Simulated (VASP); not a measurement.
Data:

```
NSi62
1.0
   10.93707     0.00000     0.00000
    0.00000    10.93707     0.00000
    0.00000     0.00000    10.93707
Si N
62 1
Direct
  0.50000   0.00000   0.00000
  0.62500   0.12500   0.12500
  0.75000   0.25000   0.00000
  0.87500   0.37500   0.12500
  0.75000   0.00000   0.25000
  0.87500   0.12500   0.37500
  0.00000   0.00000   0.00000
  0.12500   0.12500   0.12500
  0.25000   0.25000   0.00000
  0.37500   0.37500   0.12500
  0.50000   0.50000   0.00000
  0.62500   0.62500   0.12500
  0.75000   0.75000   0.00000
  0.87500   0.87500   0.12500
  0.25000   0.00000   0.25000
  0.37500   0.12500   0.37500
  0.49706   0.25222   0.24929
  0.74932   0.50124   0.25021
  0.87500   0.62500   0.37500
  0.50000   0.00000   0.50000
  0.62500   0.12500   0.62500
  0.74824   0.25085   0.49756
  0.87500   0.37500   0.62500
  0.75000   0.00000   0.75000
  0.87500   0.12500   0.87500
  0.00000   0.50000   0.00000
  0.12500   0.62500   0.12500
  0.25000   0.75000   0.00000
  0.37500   0.87500   0.12500
  0.00000   0.25000   0.25000
  0.12500   0.37500   0.37500
  0.25000   0.50000   0.25000
  0.37500   0.62500   0.37500
  0.50000   0.75000   0.25000
  0.62500   0.87500   0.37500
  0.00000   0.00000   0.50000
  0.12500   0.12500   0.62500
  0.25000   0.25000   0.50000
  0.37500   0.37500   0.62500
  0.62500   0.62500   0.62500
  0.75000   0.75000   0.50000
  0.87500   0.87500   0.62500
  0.25000   0.00000   0.75000
  0.37500   0.12500   0.87500
  0.50000   0.25000   0.75000
  0.62500   0.37500   0.87500
  0.75000   0.50000   0.75000
  0.87500   0.62500   0.87500
  0.00000   0.75000   0.25000
  0.12500   0.87500   0.37500
  0.00000   0.50000   0.50000
  0.12500   0.62500   0.62500
  0.25000   0.75000   0.50000
  0.37500   0.87500   0.62500
  0.00000   0.25000   0.75000
  0.12500   0.37500   0.87500
  0.25000   0.50000   0.75000
  0.37500   0.62500   0.87500
  0.50000   0.75000   0.75000
  0.62500   0.87500   0.87500
  0.00000   0.75000   0.75000
  0.12500   0.87500   0.87500
  0.49752   0.50147   0.49662
```
Cell charge +1.

All values below come from PBE GGA, VASP's PBE PAW potentials (set 64) (plane waves; VASP 6.6.1). Settings: PREC = Normal, LREAL = Auto, ISYM = 0, NELECT = 252.0, EDIFF = 1E-5, 400 eV cut-off, 1×1×1 Γ-centred mesh, Gaussian smearing of 0.050 eV, potentials Si N.

The cell is charged, with a uniform compensating background. The supercell is sampled at Γ alone, which is coarse: total energies, pressure and levels can be off, energies of defects by several tenths of an eV.

Task: The ions are relaxed. Predict the relaxed structure.

Result: 
```
NSi62
1.0
   10.93707     0.00000     0.00000
    0.00000    10.93707     0.00000
    0.00000     0.00000    10.93707
Si N
62 1
Cartesian
  5.45949  10.91385  10.91200
  6.88317   1.32864   1.32732
  8.22433   2.71233  10.88956
  9.60823   4.05324   1.32706
  8.22391  10.89118   2.71019
  9.60790   1.32911   4.05043
  0.00389  10.93286  10.93027
  1.40687   1.35165   1.34936
  2.77175   2.73199  10.93492
  4.14635   4.11524   1.41504
  5.46449   5.47177   0.00308
  6.82124   6.79039   1.41466
  8.20471   8.16518  10.93469
  9.58498   9.52990   1.34934
  2.77161  10.93616   2.73009
  4.14605   1.41584   4.11467
  5.52332   2.66608   2.66538
  8.27075   5.41309   2.66559
  9.52116   6.79113   4.11437
  5.46409   0.00445   5.47075
  6.82130   1.41649   6.78767
  8.26776   2.66905   5.40787
  9.52036   4.11587   6.78762
  8.20439   0.00034   8.16313
  9.58507   1.35167   9.52705
  0.02247   5.47706  10.91167
  1.41618   6.80683   1.42136
  2.72322   8.21349   0.03621
  4.12954   9.52037   1.42168
  0.04577   2.71302   2.71043
  1.36266   4.10238   4.10056
  2.83438   5.45917   2.86390
  4.23373   6.70298   4.44399
  5.47752   8.10268   2.86400
  6.83467   9.57398   4.10063
  0.02161  10.91548   5.47378
  1.41482   1.42364   6.80489
  2.83443   2.86566   5.45745
  4.23346   4.44531   6.70210
  6.49146   6.70364   6.70202
  8.07090   8.10206   5.45744
  9.51299   9.52192   6.80479
  2.72233   0.03783   8.21084
  4.12957   1.42379   9.51818
  5.47727   2.86599   8.10003
  6.83462   4.10196   9.57190
  8.07067   5.45975   8.10025
  9.51275   6.80711   9.51878
  0.00030   8.16503   2.73014
  1.38504   9.55178   4.09753
 10.93218   5.47282   5.47064
  1.33233   6.86303   6.86078
  2.73507   8.20177   5.51538
  4.07343   9.60472   6.86094
 10.93627   2.73217   8.16288
  1.38498   4.09941   9.54905
  2.73594   5.51747   8.19950
  4.07359   6.86295   9.60427
  5.41904   8.20082   8.19961
  6.83724   9.55136   9.54933
 10.89893   8.21387   8.21095
  1.35995   9.57673   9.57470
  5.10918   5.82768   5.82524
```
Cell charge +1.

Task: How much energy does the relaxation gain?

Result: The energy (σ→0) changes by -45.3 meV/atom, in 20 ionic steps.

The cell is a supercell with a defect, built from Si (diamond): N_Si-vac_Si, charge +1. The run is not spin-polarised, so no state with unpaired spins was tried.
